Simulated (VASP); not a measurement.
```xyz
1
Lattice="-1.6477 1.6477 1.6477 1.6477 -1.6477 1.6477 1.6477 1.6477 -1.6477" Properties=species:S:1:pos:R:3 pbc="T T T"
Nb     0.0000     0.0000     0.0000
```

Calculation: SCAN meta-GGA, VASP's PBE PAW potentials (set 64) (plane waves; VASP). Settings: 520 eV cut-off, 15×15×15 Γ-centred mesh, first-order Methfessel-Paxton smearing of 0.10 eV, potentials Nb_sv.

Predict the energy per atom (σ→0), band gap (on the k-mesh) with the smallest direct gap where there is one.

The band gap (on the k-mesh) is none (metal, semimetal or under 0.01 eV) and the energy per atom (σ→0) is -33.235 eV/atom.

Total energies compare only between runs with the same potentials, cut-off and functional.

The compound is Nb in the bcc structure. It was relaxed first.
